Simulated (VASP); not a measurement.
Data:

```
CELL_PARAMETERS angstrom
      1.27490    -2.20819     0.00000
      1.27490     2.20819     0.00000
      0.00000     0.00000     4.21851
ATOMIC_POSITIONS crystal
  B  0.66667 0.33333 0.50031
  B  0.33333 0.66667 0.00031
  N  0.66667 0.33333 0.87469
  N  0.33333 0.66667 0.37469
```

Level of theory: rev-vdW-DF2, VASP's PBE PAW potentials (set 64) (plane waves; VASP 6.6.1). Numerical set-up: 520 eV cut-off, Gaussian smearing of 0.050 eV, potentials B N.

Problem. Predict the band gap (along the path) with the smallest direct gap where there is one.

Solution. 
```
Property                                Value
------------------------------------  -------
band gap (along the path)             5.19 eV
smallest direct gap (along the path)  8.28 eV
```

Only differences to runs with the same potentials and settings are physical.

The compound is BN in the wurtzite structure, a metastable high-pressure form. It was relaxed first.
